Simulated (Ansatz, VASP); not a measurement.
# Cross-check of GaAsCl2 (Cl-GaAs-Cl chair, 1 layer) between VASP and Ansatz

Wanted: the spread between two codes on one cell, functional and k mesh. The structure shown is the start of the Ansatz relaxation below; VASP solves that cell, so the two are compared at the walk's first step.

Main program and level: Ansatz 0.2.0; plane waves, with VASP 6.6.1 beside it; single point at PBE.

## Step 1: Starting point

The cell holds 4 atoms: 2 Cl, 1 As and 1 Ga. Cell: a = 3.977 Å, b = 3.976 Å, c = 27.253 Å, α = 90.0°, β = 90.0°, γ = 120.0°. Vacuum lies along c.

## Step 2: Ansatz: relaxation, PBE

Ansatz runs on its default PAW (the set named soft_2) files.

The two programs are compared at the cell with which this relaxation starts, whose forces are those of its first step.

Input file input.yaml:

```yaml
crystal:
  lattice:
    - [3.9765, 0.0, 0.0]
    - [-1.98825, 3.4437500181, 0.0]
    - [0.0, 0.0, 27.2533333333]
  atoms:
    - { symbol: Cl, position: [0.6666666667, 0.3333333333, 0.4036203523] }
    - { symbol: As, position: [0.6666666667, 0.3333333333, 0.4847113503] }
    - { symbol: Ga, position: [0.3333333333, 0.6666666667, 0.5141878669] }
    - { symbol: Cl, position: [0.3333333333, 0.6666666667, 0.5963796477] }
kpoints:
  mp_grid: { grid: [12, 12, 1] }
hamiltonian:
  xc: pbe
scf:
  occupations: { method: fermi_dirac, width: 0.05 }
  convergence: { dr2_threshold: 1.0e-08 }
efield:
  axis: 3
  dipole_correction: true
  ramp_position: 0.97
  ramp_width: 0.04
relax:
  f_tol: 0.01
  cell: { fix: [c, alpha, beta] }
output:
  write_potential: true
  write_density: true
  volumetric_format: npy
```

Launch:

```
> ansatz run input.yaml --threads 4 --pin off --max-ram 8192MiB --backend cpu --events-out ev --progress --plain --runs-dir out
```

Numbers of over 12 decimals in the logs are rounded to 6 here.

What it wrote:

```text
Warning: relax.cell: scf.convergence.dr2_threshold = 1e-8 eV is looser than the 4e-10 eV advised for a relaxation that steers and ends on the stress (1e-10 eV for each atom of the cell: 4). What an SCF threshold leaves in a stress goes as its square root, and in the free energy as the threshold itself, and one threshold admits the most on a small cell: [figures from the program's tests cut] Set scf.convergence.dr2_threshold to 4e-10 eV or tighter. The threshold is an SCF's pass mark: one that does not reach it within its budget of iterations ends unconverged, or closes short of it on a stop that the run arms, and scf.convergence.dr2_threshold's page says what that costs each kind of run
Engine: ansatz 0.2.0, aarch64-unknown-linux-gnu
Pseudopotentials: kind: paw
Pseudopotential: Cl, paw, valence charge 7, recommended cutoff 420 eV (normal), Cl.paw.azcp
Pseudopotential: As, paw, valence charge 15, recommended cutoff 420 eV (normal), As.paw.azcp
Pseudopotential: Ga, paw, valence charge 13, recommended cutoff 420 eV (normal), Ga.paw.azcp
Functional definition: PBE
  parameter kappa = 0.804
  parameter beta = 0.066725
  exchange = pbe_x(kappa = kappa, mu = beta*pi^2/3)
  correlation = pbe_c(beta = beta)
Crystal: 4 atoms, lattice volume = 373.209 Å³
Basis set: ecut = 420 eV, 7339 PW (Γ), exchange–correlation on 54×54×384 points (8 copies of the dense FFT grid, shifted against one another)
Bands: 26, of which v1, the nominal top of the filled ones, is band 21 counted from 1 (20 counted from 0)
Symmetry: 6 space group operations
Space group: P3m1 (ITA 156), of the structure as read, at distance tolerance 7.2e-5 Å
k-points: 19 of 144 (time reversal used)
Non-local potential: Cl, projectors of the file, l = 0: 2, l = 1: 2, l = 2: 2
Non-local potential: As, projectors of the file, l = 0: 2, l = 1: 2, l = 2: 3, l = 3: 1
Non-local potential: Ga, projectors of the file, l = 0: 2, l = 1: 2, l = 2: 3, l = 3: 1
PAW form: soft (Blöchl's): semilocal exchange-correlation on the pseudo side does not see the compensation charge
PAW one-centre angular grid: Cl, 110 points (default); XC on 64 Gauss nodes
PAW one-centre angular grid: As, 590 points (default); XC on 64 Gauss nodes
PAW one-centre angular grid: Ga, 590 points (default); XC on 64 Gauss nodes
Initial density: superposition of atomic densities (neutral atoms: chi_scale 0, normalization atom), corrected by the library's trained network
Initial wavefunctions: pseudopotential atomic-orbital guess
Functional: x = pbe(κ = 0.804, μ = 0.219515), c = pbe(β = 0.066725)
SCF iter   1: F=—  HF=-10800.458818 eV  |F-HF|=—  |Δ(HF+E_count)|=         —  Δρ=1.12e-3  dr2=7.46e-3  ethr=1.77e-3  p=-0.103 e·Å  D=-4.97e-2 V/Å  ΔV_dip=1.36 eV  dr2_dipole=5.46e-4  V_vac-E_F(+/−)=6.46/5.10 eV  ⟨swp⟩=7.7  Hψ=2671  notcnv=0
efield: sawtooth ramp at fractional position 0.9700 (set: `efield.ramp_position`, or a place that a band, a saddle search or an elastic batch's reference lends), width 0.0400; the density the first Hamiltonian is built on has a dipole p = -0.103 e·Å; the dipole correction subtracts the counter field D = -4.97e-2 V/Å, which shifts the + side's vacuum level by +1.36 eV against the − side's; the planar-averaged density in the ramp window peaks in size at 3.2e-6 e/Å³
preconditioner: auto → Resta (q_TF=auto, 1.896 Å⁻¹)  ε∞=1.7  [insulator: Δε(μ)=1.384 eV  Ē_g=13.087 eV  σ=0.050 eV  W_gap=1.00  n_scr=46 (ndim 8)  ℏωp=10.9 eV  f_vac=0.699  D(μ)=0.00/eV (n_scr^D=0)  ε∞_Penn≈1.7  vacuum switching on, ρ_ref=1.2e-2 e/Å³]
SCF iter   2: F=—  HF=-10800.459274 eV  |F-HF|=—  |Δ(HF+E_count)|=   4.56e-4  Δρ=5.94e-4  dr2=3.87e-3  ethr=1.78e-5  p=-0.087 e·Å  D=-4.22e-2 V/Å  ΔV_dip=1.15 eV  dr2_dipole=7.31e-4  V_vac-E_F(+/−)=6.34/5.19 eV  ⟨swp⟩=3.4  Hψ=1171  notcnv=0  defer=8
SCF iter   3: F=—  HF=-10800.459102 eV  |F-HF|=—  |Δ(HF+E_count)|=   1.72e-4  Δρ=3.30e-4  dr2=1.43e-3  ethr=9.22e-6  p=-0.099 e·Å  D=-4.79e-2 V/Å  ΔV_dip=1.31 eV  dr2_dipole=3.38e-4  V_vac-E_F(+/−)=6.42/5.12 eV  ⟨swp⟩=2.1  Hψ=604  notcnv=0  defer=8
SCF iter   4: F=—  HF=-10800.459058 eV  |F-HF|=—  |Δ(HF+E_count)|=   4.31e-5  Δρ=1.60e-4  dr2=1.84e-4  ethr=3.40e-6  p=-0.095 e·Å  D=-4.59e-2 V/Å  ΔV_dip=1.25 eV  dr2_dipole=3.10e-5  V_vac-E_F(+/−)=6.39/5.14 eV  ⟨swp⟩=1.5  Hψ=522  notcnv=0  defer=8
SCF iter   5: F=—  HF=-10800.459126 eV  |F-HF|=—  |Δ(HF+E_count)|=   6.81e-5  Δρ=5.94e-5  dr2=2.07e-5  ethr=4.37e-7  p=-0.093 e·Å  D=-4.50e-2 V/Å  ΔV_dip=1.23 eV  dr2_dipole=2.82e-6  V_vac-E_F(+/−)=6.38/5.15 eV  ⟨swp⟩=2.2  Hψ=718  notcnv=0  defer=8
[...]
efield: sawtooth ramp at fractional position 0.9700 (set: `efield.ramp_position`, or a place that a band, a saddle search or an elastic batch's reference lends), width 0.0400; the density the first Hamiltonian is built on has a dipole p = -0.077 e·Å; the dipole correction subtracts the counter field D = -3.37e-2 V/Å, which shifts the + side's vacuum level by +0.92 eV against the − side's; the planar-averaged density in the ramp window peaks in size at 2.7e-6 e/Å³
preconditioner: auto → Resta (q_TF=auto, 1.864 Å⁻¹)  ε∞=1.6  [insulator: Δε(μ)=0.732 eV  Ē_g=13.028 eV  σ=0.050 eV  W_gap=1.00  n_scr=46 (ndim 8)  ℏωp=10.3 eV  f_vac=0.708  D(μ)=0.00/eV (n_scr^D=0)  ε∞_Penn≈1.6  vacuum switching on, ρ_ref=1.2e-2 e/Å³]
SCF iter   2: F=—  HF=-10800.635389 eV  |F-HF|=—  |Δ(HF+E_count)|=   1.00e-2  Δρ=1.61e-4  dr2=3.89e-6  ethr=2.98e-8  p=-0.077 e·Å  D=-3.37e-2 V/Å  ΔV_dip=0.92 eV  dr2_dipole=1.03e-8  V_vac-E_F(+/−)=6.63/5.71 eV  ⟨swp⟩=2.3  Hψ=936  notcnv=0
SCF iter   3: F=—  HF=-10800.639138 eV  |F-HF|=—  |Δ(HF+E_count)|=   3.75e-3  Δρ=4.28e-5  dr2=1.71e-6  ethr=9.26e-9  p=-0.077 e·Å  D=-3.37e-2 V/Å  ΔV_dip=0.92 eV  dr2_dipole=7.69e-8  V_vac-E_F(+/−)=6.63/5.71 eV  ⟨swp⟩=2.3  Hψ=829  notcnv=0
SCF iter   4: F=—  HF=-10800.639495 eV  |F-HF|=—  |Δ(HF+E_count)|=   3.57e-4  Δρ=1.02e-5  dr2=2.85e-7  ethr=4.08e-9  p=-0.077 e·Å  D=-3.37e-2 V/Å  ΔV_dip=0.92 eV  dr2_dipole=5.73e-8  V_vac-E_F(+/−)=6.63/5.71 eV  ⟨swp⟩=2.7  Hψ=768  notcnv=0
SCF iter   5: F=—  HF=-10800.639523 eV  |F-HF|=—  |Δ(HF+E_count)|=   2.78e-5  Δρ=3.71e-6  dr2=1.10e-7  ethr=6.78e-10  p=-0.077 e·Å  D=-3.37e-2 V/Å  ΔV_dip=0.92 eV  dr2_dipole=2.32e-8  V_vac-E_F(+/−)=6.63/5.71 eV  ⟨swp⟩=2.0  Hψ=628  notcnv=0
SCF iter   6: F=—  HF=-10800.639526 eV  |F-HF|=—  |Δ(HF+E_count)|=   3.82e-6  Δρ=1.45e-6  dr2=1.23e-8  ethr=2.62e-10  p=-0.077 e·Å  D=-3.37e-2 V/Å  ΔV_dip=0.92 eV  dr2_dipole=2.24e-9  V_vac-E_F(+/−)=6.63/5.71 eV  ⟨swp⟩=1.3  Hψ=530  notcnv=0
SCF iter   7: F=-10800.639528 eV  HF=-10800.639528 eV  |F-HF|=8.54e-8  |Δ(HF+E_count)|=   1.22e-6  Δρ=3.44e-7  dr2=8.98e-10  ethr=2.38e-11  p=-0.077 e·Å  D=-3.37e-2 V/Å  ΔV_dip=0.92 eV  dr2_dipole=6.71e-11  V_vac-E_F(+/−)=6.63/5.71 eV  ⟨swp⟩=12.1  Hψ=3268  notcnv=0
SCF 6 converged in 7 iterations: F = -10800.639528 eV  dr2 = 8.98e-10
relax step   6: F+E_penalty+E_count = -10800.63952766 eV  Δ(F+E_penalty+E_count) = -1.671e-3 eV  max|allowed force component| = 6.693e-3 eV/Å  Δτ_max = 0.0000 Å  P = +0.007 GPa  Ω = 413.429 Å³  fix = [c, alpha, beta]  reactions: c +0.004 GPa  stress off target by 7.79e-3 GPa on what of the cell is left free  SCF on the basis re-selected at this cell (its energy is not comparable with the rows above)  (7 SCF iters)
basis re-selected at this cell: Δ(F+E_penalty+E_count) = -1.671e-3 eV, ΔP = +0.004 GPa vs the last step (what re-selecting the basis moved, of the pressure what is left beyond the Pulay correction that the steps carried, after the strain that the cell walked since its last selection, with what the two solves' SCF thresholds leave and, on support functions, any second-order correction that the steps lacked; it is no measure of the basis error at this ecutwfc). The dense FFT grid was sized anew with the basis: this SCF ran on 30×30×192 points, the steps before it on 27×27×192, so part of this shift can come from that change (see relax.cell in the input reference). [rest of the remark cut]
WARN: The output density's exchange-correlation potential varies sharply where the density is thin. Do not read a vacuum level from v_tot or v_xc, or from such a field of the output density. On a cell that repeats whose density bears no net charge and no dipole along the vacuum's axis use v_es (v_loc + v_h of the components); under efield.dipole_correction with no amplitude use v_es + v_field, which holds any externa [...]
SCF converged after 7 iterations
Free energy (F): -10800.639528 eV
Harris-Foulkes:  -10800.639528 eV  (|F-HF|=8.54e-8)
Internal energy: -10800.639512 eV  (E = F + TS)
E sigma→0 (E₀):  -10800.639520 eV
Entropy (-TS):   -0.000016 eV (-0.004 meV/atom)
Fermi energy:    -3.529492 eV
Dipole field:    D = -0.033695 V/Å  (p = -0.076986 e·Å, saw-weighted, corrected)
Work function:   Φ+ = 6.6297 eV   Φ− = 5.7113 eV
Levels:          The Fermi level and band energies are counted from a zero that moves with the ramp; work functions are not
--- Per-component energies (eV) ---
  E_band       = -787.813813
  E_kinetic    = 537.445594
  E_local      = -35895.212884  (includes V_loc(G=0)·N_el)
  E_nonlocal   = -187.344068
  E_hartree    = 17654.956174
  E_xc         = -360.052167
  E_vxc        = -377.844406  (∫ρ·V_xc dr)
  E_paw        = -5143.818535  (= ΣΔE_a)
  E_vpaw       = -175.126861  (= ΣTr[D̂ρ^β])
  E_aug_tail   = 0.000092  (compensation charges beyond the density's cutoff)
  E_efield     = 0.001297  (sawtooth field / dipole correction)
  E_vefield    = 0.356818  (∫n·V_field dr)
  E_ewald      = 12593.384986
  E_smearing   = -0.000016  (= −TS)
  E_closure    = -0.000000  (closes the sum)
  Σ components = -10800.639528   (vs F -10800.639528, Δ=0.00e0)
--- Forces (eV/Å), atoms counted from 1 ---
  atom   1  Cl    -0.00000000    -0.00000000    -0.00563556
  atom   2  As     0.00000000     0.00000000     0.00669240
  atom   3  Ga    -0.00000000    -0.00000000    -0.00085776
  atom   4  Cl    -0.00000000    -0.00000000    -0.00020061
  max |Σ_I F_I| component: 1.53e-6 eV/Å
--- Stress (GPa, compression-positive) ---
        0.007795       0.000000       0.000000
        0.000000       0.007795      -0.000000
        0.000000      -0.000000       0.004335
  P = ⅓ Tr σ = 0.0066 GPa (0.066 kbar)
--- Band table (eV; the first three rows and the last of 19) ---
  k-point 0: bands = [... 17 lower, -5.3509, -5.3509, -3.9285, -3.9285, -3.1967, -1.7758, 0.6785, 0.6785, ... 1 higher]
  k-point 1: bands = [... 17 lower, -5.4375, -5.3742, -4.4654, -3.9952, -2.5343, -1.7247, 0.5831, 0.8885, ... 1 higher]
  k-point 2: bands = [... 17 lower, -5.6429, -5.4366, -5.0096, -4.1518, -1.8062, -1.5865, 0.6265, 1.4503, ... 1 higher]
  k-point 18: bands = [... 17 lower, -6.2239, -5.8498, -5.7199, -5.2027, -0.9634, 0.6561, 2.0430, 2.0845, ... 1 higher]
--- Relaxed structure (5 steps of the walk, 5 accepted, 1 SCFs on fresh bases) ---
  F+E_penalty+E_count = -10800.63952766 eV   max|allowed force component| = 6.693e-3 eV/Å   (the final SCF, on the basis selected at the relaxed cell)
  cell:  # Å, volume = 413.4287 Å³
    - [4.185286, 0.0, 0]
    - [-2.092643, 3.624564, 0]
    - [0, 0, 27.2533333333]
  atoms:
    - { symbol: Cl, position: [0.666667, 0.333333, 0.406215] }
    - { symbol: As, position: [0.666667, 0.333333, 0.486689] }
    - { symbol: Ga, position: [0.333333, 0.666667, 0.513321] }
    - { symbol: Cl, position: [0.333333, 0.666667, 0.592674] }
```

## Step 3: VASP: single point, PBE, start cell

The same cell, functional, mesh and smearing now go to VASP, with its own data sets.

Lines of VASP's logs that name or quote its potential files are left out, and so is its time.

Input file INCAR:

```
SYSTEM = GaAsCl2
PREC = Accurate
ENCUT = 400
EDIFF = 1E-06
NELM = 120
ISMEAR = -1
SIGMA = 0.05
LREAL = .FALSE.
ALGO = Normal
GGA = PE
NBANDS = 22
LORBIT = 11
LWAVE = .FALSE.
LCHARG = .FALSE.
ISIF = 2
LDIPOL = .TRUE.
IDIPOL = 3
DIPOL = 0.5 0.5 0.5
LVHAR = .TRUE.
LASPH = .TRUE.
GGA_COMPAT = .FALSE.
EFERMI = MIDGAP
NELMDL = -8
```

Input file POSCAR:

```
GaAsCl2
1.0
    3.9765000000      0.0000000000      0.0000000000
   -1.9882500000      3.4437500000      0.0000000000
    0.0000000000      0.0000000000     27.2533330000
Cl As Ga
2 1 1
Direct
    0.6666667151      0.3333334301      0.4036203572
    0.3333332849      0.6666665699      0.5963796428
    0.6666667151      0.3333334301      0.4847113562
    0.3333332849      0.6666665699      0.5141878610
```

Input file KPOINTS:

```
Automatic mesh
0
Gamma
12 12 1
0 0 0
```

PAW data sets: Cl, As and Ga_d (PBE family, release 64).

Launch:

```
> mpirun -np 1 vasp_std
```

What it wrote:

```text
[banner, memory and clock lines left out]
running    1 mpi-ranks, on    1 nodes
 distrk:  each k-point on    1 cores,    1 groups
 distr:  one band on    1 cores,    1 groups

 POSCAR found type information on POSCAR ClAsGa
 POSCAR found :  3 types and       4 ions
 LDA part: xc-table for (Slater+PW92), standard interpolation
 POSCAR, INCAR and KPOINTS ok, starting setup
 FFT: planning ... GRIDC
 FFT: planning ... GRID_SOFT
 FFT: planning ... GRID
 WAVECAR not read
 entering main loop
       N       E                     dE             d eps       ncg     rms          rms(c)
DAV:   1     0.227678305439E+03    0.22768E+03   -0.10956E+04   956   0.948E+02
DAV:   2     0.209961192874E+02   -0.20668E+03   -0.19938E+03  1228   0.217E+02
DAV:   3    -0.127813902192E+02   -0.33778E+02   -0.33321E+02  1034   0.932E+01
DAV:   4    -0.139947783486E+02   -0.12134E+01   -0.12078E+01  1134   0.214E+01
DAV:   5    -0.140279999445E+02   -0.33222E-01   -0.33203E-01  1076   0.337E+00
DAV:   6    -0.140301136278E+02   -0.21137E-02   -0.21136E-02  1268   0.840E-01
DAV:   7    -0.140301348961E+02   -0.21268E-04   -0.21268E-04  1096   0.893E-02
DAV:   8    -0.140301356087E+02   -0.71258E-06   -0.71284E-06  1066   0.169E-02    0.717E+00
DAV:   9    -0.135962343594E+02    0.43390E+00   -0.49572E-01  1344   0.123E+01    0.498E+00
DAV:  10    -0.135567579631E+02    0.39476E-01   -0.54188E-01  1178   0.893E+00    0.108E+00
DAV:  11    -0.135445458818E+02    0.12212E-01   -0.11343E-01  1146   0.457E+00    0.467E-01
DAV:  12    -0.135456201608E+02   -0.10743E-02   -0.19676E-02  1060   0.847E-01    0.159E-01
DAV:  13    -0.135457078374E+02   -0.87677E-04   -0.11821E-03  1502   0.440E-01    0.939E-02
DAV:  14    -0.135460640225E+02   -0.35619E-03   -0.64590E-04  1034   0.163E-01    0.544E-02
DAV:  15    -0.135462228666E+02   -0.15884E-03   -0.11695E-04  1030   0.727E-02    0.153E-02
DAV:  16    -0.135463255158E+02   -0.10265E-03   -0.35883E-05  1026   0.539E-02    0.913E-03
DAV:  17    -0.135464154739E+02   -0.89958E-04   -0.89957E-06  1024   0.349E-02    0.725E-03
DAV:  18    -0.135464892983E+02   -0.73824E-04   -0.28005E-06   898   0.161E-02    0.276E-03
DAV:  19    -0.135465783582E+02   -0.89060E-04   -0.25054E-06   792   0.114E-02    0.246E-03
DAV:  20    -0.135466120011E+02   -0.33643E-04   -0.64077E-07   736   0.585E-03    0.259E-03
DAV:  21    -0.135466270032E+02   -0.15002E-04   -0.54232E-07   730   0.619E-03    0.118E-03
DAV:  22    -0.135466380331E+02   -0.11030E-04   -0.51191E-07   672   0.803E-03    0.134E-03
DAV:  23    -0.135466385393E+02   -0.50617E-06   -0.10897E-07   748   0.277E-03
   1 F= -.13546639E+02 E0= -.13546639E+02  d E =-.370457E-07
```

(Part 1 of 2 ends here.)

[Lines on the potential files, build, host, timing and source positions are cut from VASP's logs without a mark.]

[Logs are printed without paths, hosts, clocks, repeated set-up lines and the standing remarks that a program may print on its own settings, such as how far it seeks lower states.]

[Hosts, paths, dates, database ids (printed as entryN), source tags and the programs' standing remarks are cut or masked in the printed files.]
